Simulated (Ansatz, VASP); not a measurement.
## Two plane-wave programs on HfMg3

```xyz
8
Lattice="6.3100 0.0000 0.0000 -3.1550 5.4646 0.0000 0.0000 0.0000 5.0310" Properties=species:S:1:pos:R:3 pbc="T T T"
Hf    3.1550    1.8215    1.2578
Hf    0.0000    3.6431    3.7733
Mg    1.5664    4.5474    1.2578
Mg   -1.5664    4.5474    1.2578
Mg    0.0000    1.8343    1.2578
Mg    3.1550    3.6303    3.7733
Mg    4.7214    0.9172    3.7733
Mg    1.5886    0.9172    3.7733
```

The cell comes from a database or a generator and needn't be the stable form of this composition.

Alike in both runs: task single point; functional PBE; k mesh 5 × 5 × 5; occupations gaussian, width 0.05 eV; no spin polarisation.

```csv
,VASP,Ansatz
version,VASP 6.6.1,Ansatz 0.2.0
potentials or method,"VASP PAW PBE potentials, release 54 (Hf_pv, Mg)",Ansatz PAW
plane-wave cutoff (eV),520,420
valence electrons in the cell,32,112
```

```csv
,VASP,Ansatz,Ansatz less VASP
gap on the k mesh at the Fermi level (eV),none,none,-
pressure (GPa),0.0,0.1,+0.12
largest component of the traceless stress (GPa),0.18,0.17,-0.004
rms of the force components (eV/Å),0.005,0.004,-0.0009
```

Atom by atom the forces differ by 0.001 eV/Å (rms over components). A gap of «none» marks a metal or a gap that the smearing closes. The two sets of potentials don't hold the same shells in valence.

The runs have no spin-orbit coupling, so splittings on Hf are missing.
